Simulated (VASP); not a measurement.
Calculation: PBE GGA, VASP's PBE PAW potentials (set 64) (plane waves; VASP).

VASP ran on this input.

POSCAR:
```
Be
1
    1.1042478303    -1.9126131784    -0.0000000000
    1.1042478303     1.9126131784     0.0000000000
    0.0000000000     0.0000000000     3.4870225842
Be
2
Direct
  0.3333330000   0.6666670000   0.2500000000
  0.6666670000   0.3333330000   0.7500000000
```

**INCAR**
```
ALGO  =  Normal
EDIFF  =  1E-6
EDIFFG  =  -0.02
ENCUT  =  500
GGA  =  PE
IBRION  =  2
ISIF  =  3
ISMEAR  =  1
LASPH  =  T
LCHARG  =  F
LREAL  =  F
LWAVE  =  F
NELM  =  100
NSW  =  40
PREC  =  Accurate
PSTRESS  =  100
SIGMA  =  0.1
SYSTEM  =  Be
```

**KPOINTS**
```
Automatic mesh
0
Gamma
19 19 11
0 0 0
```

POTCAR, in this order: Be (PBE.64 set). Program: vasp_std.

The run wrote:

OSZICAR:
```
       N       E                     dE             d eps       ncg     rms          rms(c)
DAV:   1    -0.288813733963E+01   -0.28881E+01   -0.17638E+03  2922   0.536E+02
DAV:   2    -0.755956825874E+01   -0.46714E+01   -0.44514E+01  4458   0.637E+01
DAV:   3    -0.758353489841E+01   -0.23967E-01   -0.23955E-01  3738   0.427E+00
DAV:   4    -0.758355346956E+01   -0.18571E-04   -0.18571E-04  4242   0.115E-01
DAV:   5    -0.758355348626E+01   -0.16698E-07   -0.17313E-07  3684   0.152E-03    0.130E+00
DAV:   6    -0.752687034797E+01    0.56683E-01   -0.84706E-03  3324   0.142E+00    0.800E-01
DAV:   7    -0.750560855779E+01    0.21262E-01   -0.87662E-03  3186   0.146E+00    0.332E-02
DAV:   8    -0.750558302585E+01    0.25532E-04   -0.15202E-05  4206   0.467E-02    0.115E-02
DAV:   9    -0.750558123892E+01    0.17869E-05   -0.32984E-06  3588   0.224E-02    0.961E-04
DAV:  10    -0.750558118742E+01    0.51507E-07   -0.30889E-09  2502   0.510E-04
   1 F= -.65862587E+01 E0= -.65862396E+01  d E =-.658626E+01
       N       E                     dE             d eps       ncg     rms          rms(c)
DAV:   1    -0.750560973275E+01   -0.28494E-04   -0.43610E-04  3660   0.141E-01    0.778E-03
DAV:   2    -0.750560928746E+01    0.44529E-06   -0.18453E-06  3600   0.127E-02
   2 F= -.65862986E+01 E0= -.65862799E+01  d E =-.399252E-04
```

**OUTCAR**
```
------------------------ aborting loop because EDIFF is reached ----------------------------------------
  FORCE on cell =-STRESS in cart. coord.  units (eV):
  Direction    XX          YY          ZZ          XY          YZ          ZX
  --------------------------------------------------------------------------------------
  Total        0.9163247      0.9163246      0.9193537      0.0000000     -0.0000000      0.0000000
  in kB       99.6752029     99.6751846    100.0046834      0.0000000     -0.0000000      0.0000000
  external PRESSURE =      -0.2149764 kB  Pullay stress =     100.0000000 kB
  volume of cell :       14.73
      direct lattice vectors                 reciprocal lattice vectors
     1.103628681 -1.911540774  0.000000000     0.453050930 -0.261569100 -0.000000000
     1.103628681  1.911540774  0.000000000     0.453050930  0.261569100 -0.000000000
     0.000000000  0.000000000  3.490891314    -0.000000000  0.000000000  0.286459792
 POSITION                                       TOTAL-FORCE (eV/Angst)
 -----------------------------------------------------------------------------------
      1.10363      0.63718      0.87272         0.000000     -0.000000      0.000000
      1.10363     -0.63718      2.61817        -0.000000      0.000000      0.000000
 -----------------------------------------------------------------------------------
    total drift:                                0.000000     -0.000004      0.000005
  FREE ENERGIE OF THE ION-ELECTRON SYSTEM (eV)
  ---------------------------------------------------
  free  energy   TOTEN  =        -7.5056092875 eV

  energy  without entropy=       -7.5055529402  energy(sigma->0) =       -7.50559051
  enthalpy is  TOTEN    =        -6.5862986497 eV   P V=        0.9193106378

 reached required accuracy - stopping structural energy minimisation
```
(Selected blocks of OUTCAR.)

File CONTCAR:
```
Be
   1.00000000000000
     1.1036286814329008   -1.9115407739438035    0.0000000000000000
     1.1036286814329008    1.9115407739438035    0.0000000000000000
     0.0000000000000000    0.0000000000000000    3.4908913140439539
  Be
     2
Direct
     0.3333330000000032    0.6666669999999968    0.2500000000000000
     0.6666669999999968    0.3333330000000032    0.7500000000000000
```

The compound is Be in the hcp structure. This run relaxes it under an external pressure of 10 GPa. Symmetry was kept, so distortions that lower it aren't found.
